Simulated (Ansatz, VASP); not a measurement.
# BaTiO3: VASP beside Ansatz

One calculation is typed for both programs; each brings its own data sets and cutoff. How far apart do they land? The cell is taken from a series of VASP runs on this material, whose earlier steps may have relaxed, scaled or displaced it; both programs get it as it stands.

Method: plane waves, with VASP 6.6.1 beside it; band structure at HSE06, in Ansatz 0.2.0.

## (1) Starting point

The structure is tetragonal, space group P4mm (No. 99). The conventional cell has a = 3.999 Å, b = 3.999 Å, c = 4.217 Å, α = 90.00°, β = 90.00°, γ = 90.00°. Ba has 12 O at 2.82 to 2.99 Å nearest. Nearest to Ti lie 5 O at 1.82 to 2.01 Å. O has 2 Ti at 1.82 to 2.40 Å and 4 Ba at 2.84 Å nearest. O has 2 Ti at 2.01 Å and 4 Ba at 2.82 to 2.99 Å nearest. Farther neighbours and most contacts between anions are not listed.

## (2) Ansatz: band structure, HSE06

Ansatz runs on its default PAW (the set named soft_2) files.

Levels along a path test the potential and the projectors away from the mesh points.

input.yaml reads:

```yaml
crystal:
  lattice:
    - [3.9987178624, 0.0, 0.0]
    - [0.0, 3.9987178624, 0.0]
    - [0.0, 0.0, 4.2173231794]
  atoms:
    - { symbol: Ba, position: [0.0, 0.0, 0.0129689622] }
    - { symbol: Ti, position: [0.5, 0.5, 0.5319687985] }
    - { symbol: O, position: [0.5, 0.5, 0.9627634873] }
    - { symbol: O, position: [0.5, 0.0, 0.484649376] }
    - { symbol: O, position: [0.0, 0.5, 0.484649376] }
hamiltonian:
  xc: { exchange: pbe, correlation: pbe, exx: { coeff: 0.25, omega: 0.2 } }
  pseudopotentials: { kind: paw }
kpoints:
  mp_grid: { grid: [4, 4, 3] }
  band_path:
    path:
      - [0.0, 0.0, 0.0]
      - [0.0, 0.4, 0.0]
      - [0.3, 0.5, 0.0]
      - [0.3, 0.3, 0.0]
      - [0.0, 0.0, 0.1]
      - [0.0, 0.0, 0.5]
      - [0.0, 0.4, 0.5]
      - [0.3, 0.5, 0.5]
      - [0.5, 0.5, 0.5]
      - [0.3, 0.3, 0.5]
      - [0.0, 0.5, 0.1]
      - [0.5, 0.5, 0.0]
      - [0.5, 0.5, 0.5]
    npoints: 1
scf:
  occupations: { method: gaussian, width: 0.05 }
  n_extra_bands: 8
output:
  forces: true
  stress: true
  eigenvalues: true
```

The run is started by

```bash
$ ansatz run input.yaml --threads 4 --pin off --max-ram 9216MiB --backend cpu --events-out ev --progress --plain --runs-dir out
```

Numbers of over 12 decimals in the logs are rounded to 6 here.

The program printed:

```text
Warning: output.stress: scf.convergence.dr2_threshold = 1e-7 eV (the SCF's general default) is looser than the 5e-10 eV advised for a printed stress (1e-10 eV for each atom of the cell: 5). What an SCF threshold leaves in a stress goes as its square root, and in the free energy as the threshold itself, and one threshold admits the most on a small cell: [figures from the program's tests cut] Set scf.convergence.dr2_threshold to 5e-10 eV or tighter. The threshold is an SCF's pass mark: one that does not reach it within its budget of iterations ends unconverged, or closes short of it on a stop that the run arms, and scf.convergence.dr2_threshold's page says what that costs each kind of run
Warning: output.stress: scf.exx.energy_threshold = 1e-6 eV is looser than the 5e-8 eV advised for a stress under a hybrid functional (1e-8 eV for each atom of the cell: 5). Every SCF of the exchange loop can meet its threshold on dr2 while the loop round them stops early: no threshold on dr2 bounds what that leaves in the stress. Set scf.exx.energy_threshold to 5e-8 eV or tighter. The threshold is the loop's pass mark: a loop that does not reach it within its budget of cycles ends unconverged, and scf.exx.energy_threshold's page has the law
scf.n_extra_bands = 8 over 20 filled bands (N_el = 40.0): the run solves 28 bands
Engine: ansatz 0.2.0, aarch64-unknown-linux-gnu
Pseudopotentials: kind: paw
Pseudopotential: Ba, paw, valence charge 10, recommended cutoff 420 eV (normal), Ba.paw.azcp
Pseudopotential: Ti, paw, valence charge 12, recommended cutoff 420 eV (normal), Ti.paw.azcp
Pseudopotential: O, paw, valence charge 6, recommended cutoff 420 eV (normal), O.paw.azcp
Functional definition: unnamed
  parameter a_1 = 0.25
  parameter omega_1 = 0.2/angstrom
  exchange = pbe_x + (-a_1)*pbe_x_sr(omega_1) + a_1*exact_x_sr(omega_1)
  correlation = pbe_c
Crystal: 5 atoms, lattice volume = 67.434 Å³
Basis set: ecut = 420 eV, 1319 PW (Γ), exchange–correlation on 54×54×60 points (8 copies of the dense FFT grid, shifted against one another)
Bands: 28, of which v1, the nominal top of the filled ones, is band 20 counted from 1 (19 counted from 0)
Symmetry: 8 space group operations
Space group: P4mm (ITA 99), of the structure as read, at distance tolerance 4.1e-5 Å
k-points: 12 of 48 (time reversal used)
Non-local potential: Ba, projectors of the file, l = 0: 3, l = 1: 2, l = 2: 2, l = 3: 2
Non-local potential: Ti, projectors of the file, l = 0: 3, l = 1: 2, l = 2: 3, l = 3: 1
Non-local potential: O, projectors of the file, l = 0: 2, l = 1: 2, l = 2: 1
PAW form: soft (Blöchl's): semilocal exchange-correlation on the pseudo side does not see the compensation charge
PAW frozen core: Ba, regenerated for the run's functional, and the local potential with it (the file was generated under x = pbe(κ = 0.804, μ = 0.219515), c = pbe(β = 0.066725))
PAW frozen core: Ti, regenerated for the run's functional, and the local potential with it (the file was generated under x = pbe(κ = 0.804, μ = 0.219515), c = pbe(β = 0.066725))
PAW frozen core: O, regenerated for the run's functional, and the local potential with it (the file was generated under x = pbe(κ = 0.804, μ = 0.219515), c = pbe(β = 0.066725))
PAW one-centre angular grid: Ba, 194 points (default); XC on 64 Gauss nodes
PAW one-centre angular grid: Ti, 590 points (default); XC on 64 Gauss nodes
PAW one-centre angular grid: O, 110 points (default); XC on 96 Gauss nodes
Initial density: superposition of atomic densities (neutral atoms: chi_scale 0, normalization atom), corrected by the library's trained network
Initial wavefunctions: pseudopotential atomic-orbital guess
Functional: x = pbe(κ = 0.804, μ = 0.219515), c = pbe(β = 0.066725), warm-up for x = pbe(κ = 0.804, μ = 0.219515) + 0.25 (exact − pbe) at short range (hse, ω = 0.2 Å⁻¹), c = pbe(β = 0.066725)
SCF iter   1: F=—  HF=-10159.606571 eV  |F-HF|=—  |Δ(HF+E_count)|=         —  Δρ=1.58e-3  dr2=1.49e-3  ethr=1.77e-3  ⟨swp⟩=12.1  Hψ=1706  notcnv=1
preconditioner: auto → none  [insulator: Δε(μ)=1.804 eV  Ē_g=13.152 eV  σ=0.050 eV  W_gap=1.00  n_scr=18 (ndim 8)  ℏωp=25.6 eV  f_vac=0.000  D(μ)=0.00/eV (n_scr^D=0)]
iter 2 solved again at ethr=3.50e-7 eV; its pass at ethr=3.72e-6 eV (dr2=1.40e-4 eV) is discarded
SCF iter   2: F=-10159.607541 eV  HF=-10159.607426 eV  |F-HF|=1.15e-4  |Δ(HF+E_count)|=   8.55e-4  Δρ=5.73e-4  dr2=1.40e-4  ethr=3.50e-7  ⟨swp⟩=2.2  Hψ=1705  notcnv=0  defer=3
SCF 1 stopped early in 2 iterations: F = -10159.607541 eV  dr2 = 1.40e-4
  greatest PAW one-centre occupation: 0.999 electrons in one spin orbital (limit 2), on the Ti atom at site 1 (counted from 0), in its partial waves of l = 0
Initial density: handed on by an earlier stage of this run
Initial wavefunctions: those handed on with the density
Functional: x = pbe(κ = 0.804, μ = 0.219515) + 0.25 (exact − pbe) at short range (hse, ω = 0.2 Å⁻¹), c = pbe(β = 0.066725)
[...]
SCF iter   7: F=—  HF=-10163.439978 eV  |F-HF|=—  |Δ(HF+E_count)|=   1.40e-5  Δρ=2.64e-4  dr2=3.64e-5  ethr=1.98e-7  ⟨swp⟩=3.2  Hψ=615  notcnv=0
SCF iter   8: F=-10163.439983 eV  HF=-10163.439972 eV  |F-HF|=1.05e-5  |Δ(HF+E_count)|=   5.46e-6  Δρ=4.38e-5  dr2=1.13e-5  ethr=6.56e-8  ⟨swp⟩=3.2  Hψ=695  notcnv=0
SCF 2 stopped early in 8 iterations: F = -10163.439983 eV  dr2 = 1.13e-5
  Residual-converged pass: ⟨swp⟩=4.7  Hψ=1047  notcnv=0  max |occ|·‖R‖ = 6.5e-6 eV (tolerance 6.7e-6 eV)  dr2=1.11e-5  dr2_onsite=8.90e-8  max |Δocc| = 0.0e0
hybrid outer 1: dexx = +2.824e-2 eV, tail = 1.15e-4 eV
Exchange kernel: α = 0.2500, screened, ω = 0.2000 Å⁻¹, Wigner–Seitz truncation, v(0) = 1096.0245 eV·Å³, q-mesh 4×4×3, nearest image of the exchange supercell L = 12.65 Å, pair-density grid 24×24×24, without the augmentation charges, whose exchange is taken in its separable form by FFT convolution over the k-point mesh (sized by the pseudopotential files, 27×27×30 at the most), smooth part of the exact exchange by density-matrix convolution
Frozen-core exchange: fock
SCF iter   1: F=—  HF=-10163.439172 eV  |F-HF|=—  |Δ(HF+E_count)|=         —  Δρ=1.96e-4  dr2=2.47e-5  ethr=1.44e-6  ⟨swp⟩=4.1  Hψ=807  notcnv=0
preconditioner: auto → none  [insulator: Δε(μ)=3.291 eV  Ē_g=14.137 eV  σ=0.050 eV  W_gap=1.00  n_scr=18 (ndim 8)  ℏωp=24.8 eV  f_vac=0.000  D(μ)=0.00/eV (n_scr^D=0)]
SCF iter   2: F=—  HF=-10163.439168 eV  |F-HF|=—  |Δ(HF+E_count)|=   4.60e-6  Δρ=4.96e-5  dr2=1.09e-6  ethr=5.25e-8  ⟨swp⟩=3.6  Hψ=692  notcnv=0
SCF iter   3: F=—  HF=-10163.439170 eV  |F-HF|=—  |Δ(HF+E_count)|=   2.64e-6  Δρ=2.65e-5  dr2=2.48e-7  ethr=1.26e-9  ⟨swp⟩=4.2  Hψ=1052  notcnv=0
SCF iter   4: F=—  HF=-10163.439170 eV  |F-HF|=—  |Δ(HF+E_count)|=   5.57e-8  Δρ=5.68e-6  dr2=2.44e-8  ethr=4.37e-10  ⟨swp⟩=3.0  Hψ=640  notcnv=0
SCF iter   5: F=—  HF=-10163.439170 eV  |F-HF|=—  |Δ(HF+E_count)|=   6.31e-8  Δρ=7.08e-6  dr2=3.63e-8  ethr=3.50e-11  ⟨swp⟩=4.5  Hψ=979  notcnv=0  defer=2
SCF iter   6: F=-10163.439170 eV  HF=-10163.439170 eV  |F-HF|=9.48e-10  |Δ(HF+E_count)|=   7.84e-9  Δρ=1.20e-6  dr2=1.41e-9  ethr=3.50e-11  ⟨swp⟩=3.2  Hψ=669  notcnv=0  defer=2
SCF 3 converged in 6 iterations: F = -10163.439170 eV  dr2 = 1.41e-9
  Residual-converged pass: ⟨swp⟩=3.9  Hψ=848  notcnv=0  max |occ|·‖R‖ = 6.7e-7 eV (tolerance 7.0e-7 eV)  dr2=1.35e-9  dr2_onsite=8.97e-11  max |Δocc| = 0.0e0
hybrid outer 2: dexx = +2.516e-6 eV, tail = 5.38e-8 eV, Δε = 3.76e-3 eV (about 9.88e-5 eV left of the loop's levels), ΔF = 2.48e-2 eV/Å (tail 3.15e-3)
Exchange kernel: α = 0.2500, screened, ω = 0.2000 Å⁻¹, Wigner–Seitz truncation, v(0) = 1096.0245 eV·Å³, q-mesh 4×4×3, nearest image of the exchange supercell L = 12.65 Å, pair-density grid 24×24×24, without the augmentation charges, whose exchange is taken in its separable form by FFT convolution over the k-point mesh (sized by the pseudopotential files, 27×27×30 at the most), smooth part of the exact exchange by density-matrix convolution
Frozen-core exchange: fock
SCF iter   1: F=—  HF=-10163.439170 eV  |F-HF|=—  |Δ(HF+E_count)|=         —  Δρ=2.95e-6  dr2=3.34e-9  ethr=6.73e-10  ⟨swp⟩=6.8  Hψ=877  notcnv=0
preconditioner: auto → none  [insulator: Δε(μ)=3.287 eV  Ē_g=14.135 eV  σ=0.050 eV  W_gap=1.00  n_scr=18 (ndim 8)  ℏωp=24.8 eV  f_vac=0.000  D(μ)=0.00/eV (n_scr^D=0)]
SCF iter   2: F=-10163.439170 eV  HF=-10163.439170 eV  |F-HF|=3.78e-10  |Δ(HF+E_count)|=  6.62e-10  Δρ=1.18e-6  dr2=7.96e-10  ethr=5.95e-12  ⟨swp⟩=3.8  Hψ=755  notcnv=0
SCF 4 converged in 2 iterations: F = -10163.439170 eV  dr2 = 7.96e-10
  Residual-converged pass: ⟨swp⟩=3.8  Hψ=820  notcnv=0  max |occ|·‖R‖ = 6.2e-7 eV (tolerance 6.5e-7 eV)  dr2=8.08e-10  dr2_onsite=1.13e-10  max |Δocc| = 0.0e0
hybrid outer 3: dexx = +1.741e-9 eV, tail = 1.85e-9 eV, Δε = 1.24e-4 eV (about 2.65e-5 eV left of the loop's levels), ΔF = 1.93e-4 eV/Å (tail 5.18e-4)
NSCF: frozen V_eff on 13 k-points
hybrid SCF converged: 3 outer / 16 inner (+2 warm-up), last move |dexx| = 1.74e-9 eV, tail = 1.85e-9 eV
Stability not checked: this state was not tested for a lower state beside it, because the functional holds exact exchange (a hybrid, or Hartree-Fock), whose exchange loop this test does not read (fock_operator; see scf.lower_state_search)
Free energy (F): -10163.439170 eV
Frozen-core exchange: fock
Harris-Foulkes:  -10163.439170 eV  (|F-HF|=3.78e-10)
Internal energy: -10163.439170 eV  (E = F + TS)
E sigma→0 (E₀):  -10163.439170 eV
Fermi energy:    10.449103 eV
--- Per-component energies (eV) ---
  E_band       = -250.782418
  E_kinetic    = 969.374677
  E_local      = -2179.308870  (includes V_loc(G=0)·N_el)
  E_nonlocal   = 196.552004
  E_hartree    = 846.131219
  E_xc         = -393.984500
  E_vxc        = -434.800116  (∫ρ·V_xc dr)
  E_exx        = -117.340815  (= α·E_x^exact, valence–valence)
  E_paw        = -6726.855814  (= ΣΔE_a)
  E_vpaw       = -260.187603  (= ΣTr[D̂ρ^β])
  E_aug_tail   = 0.007316  (compensation charges beyond the density's cutoff)
  E_ewald      = -2757.614189
  E_core_change = -0.400199  (= ΣΔE_core)
  E_smearing   = -0.000000  (= −TS)
  E_closure    = 0.000000  (closes the sum)
  Σ components = -10163.439170   (vs F -10163.439170, Δ=-1.82e-12)
--- Forces (eV/Å), atoms counted from 1 ---
  atom   1  Ba    -0.00000000     0.00000000     0.05541523
  atom   2  Ti     0.00000000     0.00000000     0.50728999
  atom   3  O      0.00000000     0.00000000    -0.62238764
  atom   4  O     -0.00000000     0.00000000     0.02987166
  atom   5  O     -0.00000000     0.00000000     0.02987166
  max |Σ_I F_I| component: 6.09e-5 eV/Å
--- Stress (GPa, compression-positive) ---
       -6.600181       0.000000      -0.000000
        0.000000      -6.600181       0.000000
       -0.000000       0.000000      -6.607651
  P = ⅓ Tr σ = -6.6027 GPa (-66.027 kbar)
--- Band table (eV; the first three rows and the last of 12) ---
  k-point 0: bands = [... 16 lower, 7.4012, 7.8584, 8.2636, 8.2636, 12.0925, 12.7106, 12.7106, 14.2322, ... 4 higher]
  k-point 1: bands = [... 16 lower, 6.8903, 6.9452, 8.1131, 8.1131, 12.1748, 13.5566, 13.5566, 14.2310, ... 4 higher]
  k-point 2: bands = [... 16 lower, 7.1563, 7.3774, 7.6981, 7.8092, 12.7180, 13.0600, 13.0671, 14.3977, ... 4 higher]
  k-point 11: bands = [... 16 lower, 6.0191, 8.1054, 8.1054, 8.8052, 14.3177, 14.3177, 14.5684, 16.0629, ... 4 higher]
```

It took 57 s on 4 threads of Arm Neoverse V1, shared host; peak memory 1.2 GiB.

The column dr2 measures how far the density is from self-consistency, as an energy; F and HF (Harris–Foulkes) agree once it is small.

(Continued in part 2 of 2.)

[Lines on the potential files, build, host, timing and source positions are cut from VASP's logs without a mark.]

[Logs are printed without paths, hosts, clocks, repeated set-up lines and the standing remarks that a program may print on its own settings, such as how far it seeks lower states.]

[Hosts, paths, dates, database ids (printed as entryN), source tags and the programs' standing remarks are cut or masked in the printed files.]
